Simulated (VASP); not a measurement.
Data:

```xyz
3
Lattice="2.2757 -3.9416 0.0000 2.2757 3.9416 0.0000 0.0000 0.0000 6.9859" Properties=species:S:1:pos:R:3 pbc="T T T"
Pb     2.2757    -3.9416     0.0000
I      2.2757     1.3139     1.8937
I      2.2757    -1.3139     5.0923
```

Computed with PBE GGA with D3 dispersion (Becke-Johnson damping), VASP's PBE PAW potentials (set 64) (plane waves; VASP). Numerical set-up: 520 eV cut-off, 6×6×4 Γ-centred mesh, tetrahedra with Blöchl corrections, potentials Pb_d I.

The cores are frozen, which limits the accuracy of field gradients.

**Question.** Give the principal components of the electric field gradient (V/Å²) and the asymmetry η at each nucleus.

**Answer.** 
```
atom    Vxx    Vyy   Vzz     η
----  -----  -----  ----  ----
Pb1    -6.0   -6.0  12.0  0.00
I2    -11.1  -11.1  22.2  0.00
I3    -11.1  -11.1  22.2  0.00
```

The compound is PbI2 in the 1T layered structure. It was relaxed first.
